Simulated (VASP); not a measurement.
Consider the following.

```xyz
1
Lattice="0.0000 2.5473 2.5473 2.5473 0.0000 2.5473 2.5473 2.5473 0.0000" Properties=species:S:1:pos:R:3 pbc="T T T"
Pb     0.0000     0.0000     0.0000
```

The numbers are results of RPBE GGA, VASP's PBE PAW potentials (set 64) (plane waves; VASP 6.6.1), not measurements. Numerical set-up: 520 eV cut-off, Gaussian smearing of 0.050 eV, potentials Pb_d.

Problem. Give the energies of bands 6 to 9 at the high-symmetry points, in eV from the Fermi level.

Solution. 
| band | Γ | X | U | L | W |
|---|---|---|---|---|---|
| 6 | -11.24 | -6.88 | -6.95 | -8.09 | -6.79 |
| 7 | 6.73 | -2.99 | -2.09 | -3.84 | -1.25 |
| 8 | 6.73 | 1.92 | -1.12 | 5.09 | -1.25 |
| 9 | 6.73 | 1.92 | 2.75 | 5.09 | 0.28 |

It has no gap at this level: it comes out as a metal or semimetal.

The compound is Pb in the fcc structure. It was relaxed first, which changed the volume by +9 %.
